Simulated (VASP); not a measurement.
VASP input:

POSCAR:
```
Cd
1
    1.4907422956    -2.5820416940    -0.0000000000
    1.4907422956     2.5820416940     0.0000000000
    0.0000000000     0.0000000000     5.5052118944
Cd
2
Direct
  0.3333330000   0.6666670000   0.2500000000
  0.6666670000   0.3333330000   0.7500000000
```

**KPOINTS**
```
K-points
0
gamma
  16 16 8
```

### INCAR
```
AGGAC = 0.0
ALGO = Normal
EDIFF = 1E-7
ENCUT = 520
GGA = CX
ISIF = 2
ISMEAR = -5
LASPH = .TRUE.
LCHARG = .TRUE.
LMAXMIX = 4
LORBIT = 11
LREAL = .FALSE.
LUSE_VDW = .TRUE.
LWAVE = .FALSE.
NEDOS = 601
NELM = 100
PREC = Accurate
SYSTEM = Cd
```

POTCAR, in this order: Cd (PBE.64 set). Program: vasp_std.

Write an equivalent input for Quantum ESPRESSO's pw.x.

One equivalent input (not run):
```
&CONTROL
  calculation = 'scf'
  pseudo_dir = './pseudo'
  outdir = './out'
  tprnfor = .true.
  tstress = .true.
/
&SYSTEM
  ibrav = 0
  nat = 2
  ntyp = 1
  ecutwfc = 102
  occupations = 'tetrahedra'
  input_dft = 'vdw-df-cx'
/
&ELECTRONS
  conv_thr = 7.3e-09
  electron_maxstep = 100
/
ATOMIC_SPECIES
  Cd 112.414 Cd.upf
CELL_PARAMETERS angstrom
     1.4907423   -2.5820417   -0.0000000
     1.4907423    2.5820417    0.0000000
     0.0000000    0.0000000    5.5052119
ATOMIC_POSITIONS crystal
  Cd   0.3333330  0.6666670  0.2500000
  Cd   0.6666670  0.3333330  0.7500000
K_POINTS automatic
  16 16 8 0 0 0
```
The two are equivalent in intent, not identical: the potentials are each code's own (VASP's PAW set, PseudoDojo norm-conserving files in pw.x), so ENCUT and ecutwfc are chosen apart and not converted; conv_thr bounds pw.x's estimated SCF error, while EDIFF bounds the energy change between steps.

The compound is Cd in the hcp structure. It was relaxed first.
